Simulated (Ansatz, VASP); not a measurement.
# Hg2C in two plane-wave programs

One calculation is typed for both programs; each brings its own data sets. How far apart do they land? The cell is generated by rule, not measured, and may not be a known phase. Of the first pair: The cell is taken from a series of runs on this material, whose earlier steps may have relaxed, scaled, displaced or heated it; both programs get it as it stands.

Main program and level: Ansatz 0.2.0; plane waves, with VASP 6.6.1 beside it; relaxation of cell and atoms at PBE.

## 1. The starting structure

It takes space group Fm-3m (No. 225, cubic). The conventional cell has a = 6.064 Å, b = 6.064 Å, c = 6.064 Å, α = 90.00°, β = 90.00°, γ = 90.00°. Nearest to C lie 8 Hg at 2.63 Å. Hg has 4 C at 2.63 Å nearest. Farther neighbours are not listed.

## 2. Ansatz: relaxation of cell and atoms, PBE, pair 1

Ansatz runs on its default PAW (the set named soft_2) files.

The relaxed volume is the usual yardstick between codes: in a stiff, nearly cubic crystal its relative difference is about their pressure difference at one cell divided by the bulk modulus.

File input.yaml:

```yaml
crystal:
  lattice:
    - [0.0, 3.0321805866, 3.0321805866]
    - [3.0321805866, 0.0, 3.0321805866]
    - [3.0321805866, 3.0321805866, 0.0]
  atoms:
    - { symbol: C, position: [0.0, 0.0, 0.0] }
    - { symbol: Hg, position: [0.25, 0.25, 0.25] }
    - { symbol: Hg, position: [0.75, 0.75, 0.75] }
kpoints:
  mp_grid: { grid: [12, 12, 12] }
hamiltonian:
  xc: pbe
scf:
  occupations: { method: gaussian, width: 0.1 }
output:
  forces: true
  stress: true
  eigenvalues: true
relax:
  adjacent_minimum: "off"
  f_tol: 0.005
  max_steps: 80
  cell: { stress_tol: 0.05 }
```

Started as:

```sh
$ ansatz run input.yaml --threads 4 --pin off --max-ram 7168MiB --backend cpu --events-out ev --progress --plain --runs-dir out
```

Numbers of over 12 decimals in the logs are rounded to 6 here.

The log of the run:

```text
Engine: ansatz 0.2.0, aarch64-unknown-linux-gnu
Pseudopotentials: kind: paw
Pseudopotential: C, paw, valence charge 4, recommended cutoff 420 eV (normal), C.paw.azcp
Pseudopotential: Hg, paw, valence charge 20, recommended cutoff 420 eV (normal), Hg.paw.azcp
Functional definition: PBE
  parameter kappa = 0.804
  parameter beta = 0.066725
  exchange = pbe_x(kappa = kappa, mu = beta*pi^2/3)
  correlation = pbe_c(beta = beta)
Crystal: 3 atoms, lattice volume = 55.756 Å³
Basis set: ecut = 420 eV, 1067 PW (Γ), exchange–correlation on 60×60×60 points (8 copies of the dense FFT grid, shifted against one another)
Bands: 27, of which v1, the nominal top of the filled ones, is band 22 counted from 1 (21 counted from 0)
Symmetry: 48 space group operations
Space group: Fm-3m (ITA 225), of the structure as read, at distance tolerance 3.8e-5 Å
k-points: 72 of 1728
Non-local potential: C, projectors of the file, l = 0: 2, l = 1: 2, l = 2: 1
Non-local potential: Hg, projectors of the file, l = 0: 3, l = 1: 2, l = 2: 2, l = 3: 1
PAW form: soft (Blöchl's): semilocal exchange-correlation on the pseudo side does not see the compensation charge
PAW one-centre angular grid: C, 110 points (default); XC on 64 Gauss nodes
PAW one-centre angular grid: Hg, 590 points (default); XC on 64 Gauss nodes
Initial density: superposition of atomic densities (neutral atoms: chi_scale 0, normalization atom), corrected by the library's trained network
Initial wavefunctions: pseudopotential atomic-orbital guess
Functional: x = pbe(κ = 0.804, μ = 0.219515), c = pbe(β = 0.066725)
SCF iter   1: F=—  HF=-27873.031638 eV  |F-HF|=—  |Δ(HF+E_count)|=         —  Δρ=3.35e-3  dr2=1.01e-2  ethr=1.77e-3  ⟨swp⟩=5.4  Hψ=7217  notcnv=0
preconditioner: auto → LDOS  [metal: Δε(μ)=0.043 eV  Ē_g=10.363 eV  σ=0.100 eV  W_gap=0.24  n_scr=14 (ndim 8)  ℏωp=26.3 eV  f_vac=0.041  D(μ)=1.14/eV (n_scr^D=8)  β→1.0]
SCF iter   2: F=—  HF=-27873.031716 eV  |F-HF|=—  |Δ(HF+E_count)|=   7.83e-5  Δρ=8.81e-4  dr2=3.50e-4  ethr=2.30e-5  ⟨swp⟩=2.1  Hψ=3315  notcnv=0
SCF iter   3: F=—  HF=-27873.031687 eV  |F-HF|=—  |Δ(HF+E_count)|=   2.93e-5  Δρ=6.40e-4  dr2=1.87e-4  ethr=7.96e-7  ⟨swp⟩=2.0  Hψ=3406  notcnv=0
SCF iter   4: F=—  HF=-27873.031611 eV  |F-HF|=—  |Δ(HF+E_count)|=   7.62e-5  Δρ=9.59e-5  dr2=4.09e-6  ethr=4.25e-7  ⟨swp⟩=2.8  Hψ=3852  notcnv=0
SCF iter   5: F=—  HF=-27873.031620 eV  |F-HF|=—  |Δ(HF+E_count)|=   9.15e-6  Δρ=9.65e-6  dr2=3.71e-8  ethr=9.29e-9  ⟨swp⟩=2.6  Hψ=3664  notcnv=0
SCF iter   6: F=-27873.031620 eV  HF=-27873.031620 eV  |F-HF|=6.91e-11  |Δ(HF+E_count)|=   1.69e-9  Δρ=4.59e-7  dr2=8.22e-11  ethr=8.43e-11  ⟨swp⟩=4.0  Hψ=7178  notcnv=0
SCF 1 converged in 6 iterations: F = -27873.031620 eV  dr2 = 8.22e-11
  greatest PAW one-centre occupation: 1.000 electrons in one spin orbital (limit 2), on the Hg atom at site 2 (counted from 0), in its partial waves of l = 0
relax step   1: F+E_penalty+E_count = -27873.03162005 eV  Δ(F+E_penalty+E_count) = +0.000e0 eV  max|allowed force component| = 9.252e-18 eV/Å  Δτ_max = 0.0000 Å  P = -0.006 GPa  Ω = 55.756 Å³  (6 SCF iters, dr2 threshold 1.00e-7 eV, accepted)
Initial density: handed on by an earlier stage of this run
Initial wavefunctions: pseudopotential atomic-orbital guess (no wavefunctions were taken with the density)
iter 1 solved again at ethr=2.87e-8 eV; its pass at ethr=3.10e-3 eV (dr2=1.26e-5 eV) is discarded
SCF iter   1: F=—  HF=-27873.031623 eV  |F-HF|=—  |Δ(HF+E_count)|=         —  Δρ=6.71e-7  dr2=2.11e-10  ethr=2.87e-8  ⟨swp⟩=3.3  Hψ=12257  notcnv=0
eigensolver tolerance schedule: the retry pair's looser diagonalisation over-reported the residual by 59845.74 of it (diagonalisation noise at 1.24 of the residual, at the tolerance the schedule requests for it); recorded, not acted on — ethr = c·dr2/N_el stays at c = 1.0e-1
preconditioner: auto → LDOS  [metal: Δε(μ)=0.010 eV  Ē_g=10.386 eV  σ=0.100 eV  W_gap=0.06  n_scr=14 (ndim 8)  ℏωp=26.3 eV  f_vac=0.045  D(μ)=1.16/eV (n_scr^D=8)  β→1.0]
SCF iter   2: F=—  HF=-27873.031620 eV  |F-HF|=—  |Δ(HF+E_count)|=   2.50e-6  Δρ=4.81e-7  dr2=1.16e-10  ethr=1.00e-12  ⟨swp⟩=3.0  Hψ=4361  notcnv=0
SCF iter   3: F=-27873.031620 eV  HF=-27873.031620 eV  |F-HF|=7.28e-12  |Δ(HF+E_count)|=  1.82e-11  Δρ=9.37e-8  dr2=7.32e-12  ethr=1.00e-12  ⟨swp⟩=5.1  Hψ=9916  notcnv=0
SCF 2 converged in 3 iterations: F = -27873.031620 eV  dr2 = 7.32e-12
relax step   2: F+E_penalty+E_count = -27873.03162005 eV  Δ(F+E_penalty+E_count) = -5.093e-11 eV  max|allowed force component| = 1.079e-17 eV/Å  Δτ_max = 0.0000 Å  P = -0.006 GPa  Ω = 55.756 Å³  stress off target by 6.12e-3 GPa  SCF on the basis re-selected at this cell (its energy is not comparable with the rows above)  (3 SCF iters)
basis re-selected at this cell: Δ(F+E_penalty+E_count) = -5.093e-11 eV, ΔP = -0.000 GPa vs the last step (what re-selecting the basis moved, of the pressure what is left beyond the Pulay correction that the steps carried, after the strain that the cell walked since its last selection, with what the two solves' SCF thresholds leave and, on support functions, any second-order correction that the steps lacked; it is no  [...]
SCF converged after 3 iterations
Free energy (F): -27873.031620 eV
Harris-Foulkes:  -27873.031620 eV  (|F-HF|=7.28e-12)
Internal energy: -27873.025839 eV  (E = F + TS)
E sigma→0 (E₀):  -27873.028729 eV
Entropy (-TS):   -0.005782 eV (-1.927 meV/atom)
Fermi energy:    13.835066 eV
--- Per-component energies (eV) ---
  E_band       = -791.704038
  E_kinetic    = 1284.188562
  E_local      = -5371.422352  (includes V_loc(G=0)·N_el)
  E_nonlocal   = 173.394699
  E_hartree    = 2294.135860
  E_xc         = -486.009469
  E_vxc        = -580.391832  (∫ρ·V_xc dr)
  E_paw        = -19985.891416  (= ΣΔE_a)
  E_vpaw       = -885.746627  (= ΣTr[D̂ρ^β])
  E_aug_tail   = 0.001802  (compensation charges beyond the density's cutoff)
  E_ewald      = -5781.423525
  E_smearing   = -0.005782  (= −TS)
  E_closure    = 0.000000  (closes the sum)
  Σ components = -27873.031620   (vs F -27873.031620, Δ=0.00e0)
--- Forces (eV/Å), atoms counted from 1 ---
  atom   1  C     -0.00000000    -0.00000000     0.00000000
  atom   2  Hg    -0.00000000     0.00000000    -0.00000000
  atom   3  Hg    -0.00000000     0.00000000    -0.00000000
  max |Σ_I F_I| component: 2.31e-17 eV/Å
--- Stress (GPa, compression-positive) ---
       -0.006122       0.000000       0.000000
        0.000000      -0.006122       0.000000
        0.000000       0.000000      -0.006122
  P = ⅓ Tr σ = -0.0061 GPa (-0.061 kbar)
--- Band table (eV; the first three rows and the last of 72) ---
  k-point 0: bands = [... 18 lower, 8.2656, 10.7838, 14.2143, 14.2143, 14.2143, 17.6942, 17.6942, 17.6942, ... 1 higher]
  k-point 1: bands = [... 18 lower, 8.2020, 10.7571, 14.0667, 14.1447, 14.1447, 16.4524, 17.8589, 17.8589, ... 1 higher]
  k-point 2: bands = [... 18 lower, 8.0218, 10.6226, 13.4373, 13.9830, 13.9830, 15.9606, 18.2740, 18.2740, ... 1 higher]
  k-point 71: bands = [... 18 lower, 7.8994, 10.0715, 10.0715, 10.6930, 16.4950, 16.4950, 17.4644, 17.8030, ... 1 higher]
--- Relaxed structure (1 steps of the walk, 1 accepted, 1 SCFs on fresh bases) ---
  F+E_penalty+E_count = -27873.03162005 eV   max|allowed force component| = 1.079e-17 eV/Å   (the final SCF, on the basis selected at the relaxed cell)
  cell:  # Å, volume = 55.7565 Å³
    - [0.0, 3.0321805866, 3.0321805866]
    - [3.0321805866, 0.0, 3.0321805866]
    - [3.0321805866, 3.0321805866, 0.0]
  atoms:
    - { symbol: C, position: [0.0, 0.0, 0.0] }
    - { symbol: Hg, position: [0.250000, 0.250000, 0.250000] }
    - { symbol: Hg, position: [0.75, 0.75, 0.75] }
```

## 3. VASP: relaxation of cell and atoms, PBE, pair 1

The same cell, functional, mesh and smearing now go to VASP, with its own data sets.

Lines of VASP's logs that name or quote its potential files are left out, and so is its time.

File INCAR:

```
SYSTEM = Hg2C
PREC = Accurate
ENCUT = 600
EDIFF = 1E-07
NELM = 120
ISMEAR = 0
SIGMA = 0.1
LREAL = .FALSE.
ALGO = Normal
GGA = PE
NBANDS = 20
LORBIT = 11
LWAVE = .FALSE.
LCHARG = .FALSE.
ISIF = 3
IBRION = 2
NSW = 80
EDIFFG = -0.005
LASPH = .TRUE.
GGA_COMPAT = .FALSE.
NELMIN = 4
KPAR = 2
```

File POSCAR:

```
Hg2C
1.0
    0.0000000000      3.0321810000      3.0321810000
    3.0321810000      0.0000000000      3.0321810000
    3.0321810000      3.0321810000      0.0000000000
C Hg
1 2
Direct
    0.0000000000      0.0000000000      0.0000000000
    0.2499999176      0.2499999176      0.2499999176
    0.7499999176      0.7499999176      0.7499999176
```

File KPOINTS:

```
Automatic mesh
0
Gamma
12 12 12
0 0 0
```

Potentials, in the order of the species: C and Hg (PBE family, release 64).

Started as:

```sh
$ mpirun -np 2 vasp_std
```

The log of the run:

```text
[banner, memory and clock lines left out]
running    2 mpi-ranks, on    1 nodes
 distrk:  each k-point on    1 cores,    2 groups
 distr:  one band on    1 cores,    1 groups

 POSCAR found type information on POSCAR C Hg
 POSCAR found :  2 types and       3 ions
 LDA part: xc-table for (Slater+PW92), standard interpolation
 POSCAR, INCAR and KPOINTS ok, starting setup
 FFT: planning ... GRIDC
 FFT: planning ... GRID_SOFT
 FFT: planning ... GRID
 WAVECAR not read
 entering main loop
       N       E                     dE             d eps       ncg     rms          rms(c)
DAV:   1     0.217174569434E+03    0.21717E+03   -0.15686E+04  2880   0.152E+03
DAV:   2     0.212825791873E+01   -0.21505E+03   -0.20645E+03  3048   0.354E+02
DAV:   3    -0.586654566600E+01   -0.79948E+01   -0.78650E+01  3388   0.679E+01
DAV:   4    -0.593992686151E+01   -0.73381E-01   -0.73194E-01  3056   0.592E+00
DAV:   5    -0.594031036008E+01   -0.38350E-03   -0.38340E-03  3304   0.405E-01    0.102E+01
DAV:   6    -0.479950524939E+01    0.11408E+01   -0.64887E+00  4036   0.196E+01    0.835E+00
DAV:   7    -0.473117687009E+01    0.68328E-01   -0.45071E-01  3052   0.515E+00    0.500E+00
DAV:   8    -0.472634824786E+01    0.48286E-02   -0.11194E-01  3012   0.198E+00    0.437E-01
DAV:   9    -0.472114285942E+01    0.52054E-02   -0.13595E-02  3456   0.610E-01    0.145E-01
DAV:  10    -0.472116279771E+01   -0.19938E-04   -0.19893E-03  3008   0.280E-01    0.372E-02
DAV:  11    -0.472118813434E+01   -0.25337E-04   -0.41963E-05  3140   0.610E-02    0.155E-02
DAV:  12    -0.472119130113E+01   -0.31668E-05   -0.12087E-05  3204   0.331E-02    0.456E-03
DAV:  13    -0.472119121472E+01    0.86410E-07   -0.30000E-07  3068   0.379E-03
   1 F= -.47211912E+01 E0= -.47183028E+01  d E =-.472119E+01
 curvature:   0.00 expect dE= 0.000E+00 dE for cont linesearch  0.000E+00
 trial: gam= 0.00000 g(F)=  0.585E-41 g(S)=  0.257E-02 ort = 0.000E+00 (trialstep = 0.100E+01)
 search vector abs. value=  0.257E-02
 bond charge predicted
       N       E                     dE             d eps       ncg     rms          rms(c)
DAV:   1    -0.475628638747E+01   -0.35095E-01   -0.71031E-01  3088   0.930E+00    0.134E+00
DAV:   2    -0.472542815682E+01    0.30858E-01   -0.78871E-02  3064   0.357E+00    0.530E-01
DAV:   3    -0.472254876605E+01    0.28794E-02   -0.73041E-03  3084   0.742E-01    0.468E-01
DAV:   4    -0.472222205475E+01    0.32671E-03   -0.33361E-04  2928   0.166E-01    0.226E-01
DAV:   5    -0.472214542786E+01    0.76627E-04   -0.97293E-05  3004   0.796E-02    0.545E-03
DAV:   6    -0.472214586048E+01   -0.43262E-06   -0.52723E-06  3196   0.184E-02    0.498E-03
DAV:   7    -0.472214598457E+01   -0.12409E-06   -0.18232E-07  2624   0.318E-03    0.295E-03
DAV:   8    -0.472214574709E+01    0.23747E-06   -0.25085E-07  2804   0.386E-03    0.161E-03
DAV:   9    -0.472214575042E+01   -0.33306E-08   -0.10364E-08  1592   0.889E-04
   2 F= -.47221458E+01 E0= -.47192316E+01  d E =-.954536E-03
 trial-energy change:   -0.000955  1 .order   -0.000976   -0.002573    0.000621
 step:   0.7991(harm=  0.8056)  dis= 0.00000  next Energy=    -4.722208 (dE=-0.102E-02)
 bond charge predicted
       N       E                     dE             d eps       ncg     rms          rms(c)
DAV:   1    -0.472359017407E+01   -0.14444E-02   -0.28604E-02  3080   0.186E+00    0.260E-01
DAV:   2    -0.472232881298E+01    0.12614E-02   -0.32340E-03  3060   0.723E-01    0.101E-01
DAV:   3    -0.472221697730E+01    0.11184E-03   -0.30046E-04  3084   0.148E-01    0.892E-02
DAV:   4    -0.472220814492E+01    0.88324E-05   -0.12658E-05  2920   0.321E-02    0.453E-02
DAV:   5    -0.472220812140E+01    0.23519E-07   -0.39810E-06  3008   0.164E-02    0.124E-03
DAV:   6    -0.472220823294E+01   -0.11154E-06   -0.20272E-07  2432   0.345E-03    0.930E-04
DAV:   7    -0.472220829236E+01   -0.59422E-07   -0.11739E-08  1492   0.903E-04
   3 F= -.47222083E+01 E0= -.47192974E+01  d E =-.101708E-02
 curvature:  -0.40 expect dE=-0.403E-08 dE for cont linesearch -0.403E-08
 trial: gam=-0.00197 g(F)=  0.142E-42 g(S)=  0.100E-07 ort = 0.508E-05 (trialstep = 0.960E+00)
 search vector abs. value=  0.100E-09
 reached required accuracy - stopping structural energy minimisation
```

Parts of OUTCAR (step 3):

```text
ion  position               nearest neighbor table
   1  0.000  0.000  0.000-   2 2.63   3 2.63   3 2.63   3 2.63   2 2.63   2 2.63   2 2.63   3 2.63

  LATTYP: Found a face centered cubic cell.
 ALAT       =     6.0643620000

 Subroutine GETGRP returns: Found 48 space group operations
 (whereof 48 operations were pure point group operations)

The static configuration has the point symmetry O_h .

 Found     72 irreducible k-points:

   k-points           NKPTS =     72   k-points in BZ     NKDIM =     72   number of bands    NBANDS=     20

   dimension x,y,z NGX =    36 NGY =   36 NGZ =   36
   dimension x,y,z NGXF=    72 NGYF=   72 NGZF=   72

   ENCUT  =  600.0 eV  44.10 Ry    6.64 a.u.   8.56  8.56  8.56*2*pi/ulx,y,z

   NELECT =      28.0000    total number of electrons

 k-points in reciprocal lattice and weights: Automatic mesh
   0.00000000  0.00000000  0.00000000       0.001
   0.08333333  0.00000000  0.00000000       0.005
   0.16666667  0.00000000  0.00000000       0.005
   0.25000000  0.00000000  0.00000000       0.005
   0.33333333  0.00000000  0.00000000       0.005
   0.41666667  0.00000000  0.00000000       0.005
   0.50000000  0.00000000  0.00000000       0.002
   0.08333333  0.08333333  0.00000000       0.003
   0.16666667  0.08333333  0.00000000       0.014
[...]
-0.33333333  0.50000000  0.16666667       0.007
  -0.25000000  0.50000000  0.25000000       0.003

 average (electrostatic) potential at core
       1 -52.7867       2 -40.4217       3 -40.4217

 E-fermi :   3.1404

 k-point     1 :       0.0000    0.0000    0.0000
  band No.  band energies     occupation
    ...
      8      -3.0596      2.00000
      9      -3.0596      2.00000
     10      -2.4335      2.00000
     11      -2.4335      2.00000
     12       0.0847      2.00000
     13       3.5235      0.00000
     14       3.5235      0.00000
     15       3.5235      0.00000
     16       7.0120      0.00000
     17       7.0196      0.00000
    ...

 k-point     2 :       0.0833    0.0000    0.0000
  band No.  band energies     occupation
    ...
      8      -3.0832      2.00000
      9      -3.0832      2.00000
     10      -2.4955      2.00000
     11      -2.4955      2.00000
     12       0.0560      2.00000
     13       3.3772      0.00081
     14       3.4541      0.00001
     15       3.4541      0.00001
     16       5.7265      0.00000
     17       7.1816      0.00000
    ...

 k-point     3 :       0.1667    0.0000    0.0000
  band No.  band energies     occupation
    ...
      9      -3.1537      2.00000
     10      -2.6711      2.00000
     11      -2.6711      2.00000
     12      -0.0820      2.00000
     13       2.7458      2.00000
     14       3.2920      0.03209
     15       3.2920      0.03209
     16       5.2487      0.00000
     17       7.5892      0.00000
     18       7.5892      0.00000
    ...

  Total        0.0004559      0.0004559      0.0004559      0.0000000     -0.0000000      0.0000000
  in kB        0.0129841      0.0129841      0.0129841      0.0000000     -0.0000000      0.0000000
  external PRESSURE =       0.0129841 kB  Pullay stress =       0.0000000 kB

  energy-cutoff  :      600.00
  volume of cell :       56.25
      direct lattice vectors                 reciprocal lattice vectors
    -0.000000000  3.041179309  3.041179309    -0.164409905  0.164409905  0.164409905
     3.041179309  0.000000000  3.041179309     0.164409905 -0.164409905  0.164409905
     3.041179309  3.041179309 -0.000000000     0.164409905  0.164409905 -0.164409905

 POSITION                                       TOTAL-FORCE (eV/Angst)
 -----------------------------------------------------------------------------------
     -0.00000      0.00000      0.00000         0.000000     -0.000000     -0.000000
      1.52059      1.52059      1.52059         0.000000      0.000000      0.000000
      4.56177      4.56177      4.56177        -0.000000     -0.000000     -0.000000
 -----------------------------------------------------------------------------------
    total drift:                                0.000324      0.000324      0.000324

  FREE ENERGIE OF THE ION-ELECTRON SYSTEM (eV)
  ---------------------------------------------------
  free  energy   TOTEN  =        -4.7222082924 eV

  energy  without entropy=       -4.7163865397  energy(sigma->0) =       -4.71929742

 reached required accuracy - stopping structural energy minimisation

 total charge
# of ion       s       p       d       tot
------------------------------------------
    1        0.977   1.113   0.000   2.090
    2        0.741   0.332   9.365  10.438
    3        0.741   0.332   9.365  10.438
--------------------------------------------------
tot          2.458   1.778  18.730  22.966

[... 3 further parts left out ...]
```

CONTCAR:

```
Hg2C
   1.00000000000000
    -0.0000000000000000    3.0411793085577759    3.0411793085577759
     3.0411793085577759    0.0000000000000000    3.0411793085577759
     3.0411793085577759    3.0411793085577759   -0.0000000000000000
  C               Hg
     1     2
Direct
     0.0000000000000000    0.0000000000000000    0.0000000000000000
     0.2499999176000003    0.2499999176000003    0.2499999176000003
     0.7499999176000003    0.7499999176000003    0.7499999176000003
```

## 4. Side by side

Known differences besides the potentials themselves: the data sets hold 44 valence electrons in Ansatz (on its default PAW (the set named soft_2) files) and 28 in VASP; the cutoff is 420 eV in Ansatz and 600 eV in VASP; Ansatz adds a Pulay correction to the stress that steers its cell, VASP none. Total energies have different zeros and are not compared.

The two programs side by side:

```
                                         quantity  Ansatz   VASP  difference
                                      volume (Å³)   55.76  56.25     -0.89 %
edge a after relaxation, in the typed setting (Å)   4.288  4.301     -0.30 %
```

(Part 1 of 2 ends here.)

[Lines on the potential files, build, host, timing and source positions are cut from VASP's logs without a mark.]

[Logs are printed without paths, hosts, clocks, repeated set-up lines and the standing remarks that a program may print on its own settings, such as how far it seeks lower states.]

[Hosts, paths, dates, database ids (printed as entryN), source tags and the programs' standing remarks are cut or masked in the printed files.]
